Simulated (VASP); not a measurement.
Output of a VASP run:

OSZICAR:
```
       N       E                     dE             d eps       ncg     rms          rms(c)
DAV:   1     0.808812802622E+02    0.80881E+02   -0.93626E+03   762   0.197E+03
DAV:   2    -0.230433119762E+01   -0.83186E+02   -0.80168E+02   819   0.342E+02
DAV:   3    -0.864383059602E+01   -0.63395E+01   -0.63099E+01   919   0.764E+01
DAV:   4    -0.877222863157E+01   -0.12840E+00   -0.12831E+00   924   0.116E+01
DAV:   5    -0.877541357118E+01   -0.31849E-02   -0.31848E-02   957   0.150E+00    0.472E+00
DAV:   6    -0.854747960362E+01    0.22793E+00   -0.44464E-01  1141   0.126E+01    0.315E+00
DAV:   7    -0.852565550512E+01    0.21824E-01   -0.12201E-01   973   0.265E+00    0.121E+00
DAV:   8    -0.852807126517E+01   -0.24158E-02   -0.16493E-02   894   0.191E+00    0.186E-01
DAV:   9    -0.852884985945E+01   -0.77859E-03   -0.19141E-03   940   0.693E-01    0.108E-01
DAV:  10    -0.852897086592E+01   -0.12101E-03   -0.17266E-04  1001   0.149E-01    0.542E-02
DAV:  11    -0.852912536710E+01   -0.15450E-03   -0.30207E-04   814   0.149E-01    0.100E-02
DAV:  12    -0.852912464383E+01    0.72328E-06   -0.73052E-06   948   0.418E-02
   1 F= -.85291246E+01 E0= -.85291246E+01  d E =-.852912E+01
       N       E                     dE             d eps       ncg     rms          rms(c)
DAV:   1    -0.927235808246E+01   -0.74323E+00   -0.10594E+01   994   0.736E+01    0.496E+00
DAV:   2    -0.871824304339E+01    0.55412E+00   -0.87805E-01   964   0.197E+01    0.238E+00
DAV:   3    -0.856214677869E+01    0.15610E+00   -0.25708E-01  1004   0.105E+01    0.452E-01
DAV:   4    -0.855099951734E+01    0.11147E-01   -0.21430E-02   894   0.269E+00    0.227E-01
DAV:   5    -0.854884129677E+01    0.21582E-02   -0.15925E-03   950   0.584E-01    0.981E-02
DAV:   6    -0.854871691994E+01    0.12438E-03   -0.35672E-04   914   0.381E-01    0.486E-02
DAV:   7    -0.854871671943E+01    0.20051E-06   -0.83344E-05   929   0.196E-01    0.157E-02
DAV:   8    -0.854871993487E+01   -0.32154E-05   -0.13697E-05   835   0.343E-02    0.143E-03
DAV:   9    -0.854872002460E+01   -0.89730E-07   -0.23998E-07   552   0.632E-03
   2 F= -.85487200E+01 E0= -.85487200E+01  d E =-.195954E-01
       N       E                     dE             d eps       ncg     rms          rms(c)
DAV:   1    -0.862208090072E+01   -0.73361E-01   -0.92128E-01   974   0.192E+01    0.157E+00
DAV:   2    -0.856795191385E+01    0.54129E-01   -0.10272E-01   964   0.826E+00    0.710E-01
DAV:   3    -0.855451704025E+01    0.13435E-01   -0.16285E-02   999   0.266E+00    0.172E-01
DAV:   4    -0.855334985087E+01    0.11672E-02   -0.15678E-03   824   0.569E-01    0.722E-02
DAV:   5    -0.855314217404E+01    0.20768E-03   -0.14204E-04  1014   0.179E-01    0.212E-02
DAV:   6    -0.855314080728E+01    0.13668E-05   -0.84276E-06  1054   0.373E-02    0.984E-03
DAV:   7    -0.855314161268E+01   -0.80540E-06   -0.98393E-07   617   0.117E-02
   3 F= -.85531416E+01 E0= -.85531416E+01  d E =-.240170E-01
```

### OUTCAR
```
------------------------ aborting loop because EDIFF is reached ----------------------------------------
  FORCE on cell =-STRESS in cart. coord.  units (eV):
  Direction    XX          YY          ZZ          XY          YZ          ZX
  --------------------------------------------------------------------------------------
  Total       -0.0047461     -0.0047461     -0.0047461      0.0000000     -0.0000000      0.0000000
  in kB       -0.1788777     -0.1788777     -0.1788777      0.0000000     -0.0000000      0.0000000
  external PRESSURE =      -0.1788777 kB  Pullay stress =       0.0000000 kB
  volume of cell :       42.51
      direct lattice vectors                 reciprocal lattice vectors
    -0.000000000  2.770054642  2.770054642    -0.180501854  0.180501854  0.180501854
     2.770054642  0.000000000  2.770054642     0.180501854 -0.180501854  0.180501854
     2.770054642  2.770054642  0.000000000     0.180501854  0.180501854 -0.180501854
  FREE ENERGIE OF THE ION-ELECTRON SYSTEM (eV)
  ---------------------------------------------------
  free  energy   TOTEN  =        -8.5531416127 eV

  energy  without entropy=       -8.5531416127  energy(sigma->0) =       -8.55314161

 reached required accuracy - stopping structural energy minimisation
```
(Selected blocks of OUTCAR.)

**POSCAR**
```
GaP
1
    0.0000000000     2.7250000000     2.7250000000
    2.7250000000     0.0000000000     2.7250000000
    2.7250000000     2.7250000000     0.0000000000
Ga P
1 1
Direct
  0.0000000000   0.0000000000   0.0000000000
  0.2500000000   0.2500000000   0.2500000000
```

Q: Write an INCAR and KPOINTS that could have produced this output.

A: Several could match; the one computed here: the input of the run itself, revPBE GGA, plane waves, VASP's PBE PAW potentials (set 64).

**INCAR**
```
NELM = 100
ENCUT = 520   # plane-wave cut-off (eV)
LCHARG = .FALSE.
GGA = RE   # revPBE
SYSTEM = GaP
LREAL = .FALSE.
EDIFFG = -0.01   # ionic stop
NSW = 60
IBRION = 2
LMAXMIX = 4
ISMEAR = 0   # Gaussian
ALGO = Normal   # blocked Davidson
PREC = Accurate
LWAVE = .FALSE.
ISIF = 3
LASPH = .TRUE.
SIGMA = 0.05
EDIFF = 1E-6
```

### KPOINTS
```
Automatic mesh
0
Gamma
8 8 8
0 0 0
```

POTCAR, in this order: Ga_d P (PBE.64 set). Program: vasp_std.

Energy and stress use the plane-wave basis of the starting cell.

The compound is GaP in the zinc blende structure. This run relaxes it. Symmetry was kept, so distortions that lower it aren't found.
